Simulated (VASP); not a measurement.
Consider the following.

```
CELL_PARAMETERS angstrom
      2.15746     1.24561     7.04826
     -2.15746     1.24561     7.04826
      0.00000    -2.49123     7.04826
ATOMIC_POSITIONS crystal
  Sr 0.50000 0.50000 0.50000
  Eu 0.00000 0.00000 0.00000
  Se 0.74707 0.74707 0.74707
  Se 0.25293 0.25293 0.25293
```

All values below come from PBEsol GGA, VASP's PBE PAW potentials (set 64) (plane waves; VASP). Numerical set-up: 400 eV cut-off, 6×6×6 Γ-centred mesh, Gaussian smearing of 0.050 eV, potentials Sr_sv Eu_2 Se.

The 4f electrons are frozen in the core of the lanthanide potential, so 4f levels, which can set the real gap, and their magnetism are missing. The run has a spin-polarised start.

Question: What does the run give for the cell moment, energy per atom (σ→0), band gap (on the k-mesh) with the smallest direct gap where there is one?

Answer: 
```json
{
 "band gap (on the k-mesh)": "1.76 eV",
 "smallest direct gap (on the k-mesh)": "2.35 eV",
 "cell_moment": "0.00 μB",
 "energy per atom (σ→0)": "-5.073 eV/atom"
}
```

Only differences to runs with the same potentials and settings are physical.

The structure comes from a computed database's SrEuSe2 entry (R-3m); how it stands against other phases isn't given here. It was relaxed first, which changed the volume by -5 %. The start is the result of an earlier pass.
